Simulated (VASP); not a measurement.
HgTe (Coloradoite):

```xyz
2
Lattice="0.0000 3.2580 3.2580 3.2580 0.0000 3.2580 3.2580 3.2580 0.0000" Properties=species:S:1:pos:R:3 pbc="T T T"
Hg    0.0000    0.0000    0.0000
Te    1.6290    1.6290    1.6290
```

Base run:

```yaml
Program: VASP 6.6.1
Functional: PBE
Potentials_or_basis: VASP PAW PBE potentials, release 64 (Hg, Te)
Cutoff: 520 eV
k_mesh: 10 × 10 × 10
Occupations: gaussian, width 0.03 eV
Spin: no spin polarisation
```

Its results: pressure 2.5 GPa.

Task: The run is repeated on the same cell with these changes: functional from PBE to r2SCAN; further incar settings from ALGO = Normal; EDIFF = 1e-06; NBANDS = 57 to ALGO = Normal; EDIFF = 1e-06. What comes out?

Result: Pressure 1.2 GPa.

Caveats: the PAW data sets were made with another functional, which shifts forces and pressure a little (some runs).
